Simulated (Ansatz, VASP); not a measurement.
# Mg2Re: VASP beside Ansatz

```
Mg Re
1.0
     0.00000    3.67501    3.67501
     3.67501    0.00000    3.67501
     3.67501    3.67501    0.00000
Mg Re
4 2
Direct
  0.12500 0.12500 0.12500
  0.62500 0.12500 0.12500
  0.12500 0.12500 0.62500
  0.12500 0.62500 0.12500
  0.50000 0.50000 0.50000
  0.75000 0.75000 0.75000
```

Alike in both runs: functional PBE; k mesh 10 × 10 × 10; occupations gaussian, width 0.1 eV; no spin polarisation.

Ansatz relaxed the structure, and its values are those at the end. VASP's run is a single point on that final structure, the one shown.

```csv
,VASP,Ansatz
version,VASP 6.6.1,Ansatz 0.2.0
potentials or method,"VASP PAW PBE potentials, release 64 (Mg, Re)","scalar-relativistic, plane waves, PAW"
plane-wave cutoff (eV),520,420
valence electrons in the cell,22,70
```

```csv
,VASP,Ansatz,Ansatz less VASP
gap on the k mesh at the Fermi level (eV),none,none,-
pressure (GPa),0.0,0.0,+0.02
```

A gap of «none» marks a metal or a gap that the smearing closes. The functional is the same, so the differences come from potentials, cutoffs and numerics. The two sets of potentials don't hold the same shells in valence.

Spin-orbit coupling is left out, which matters for the levels of Re.
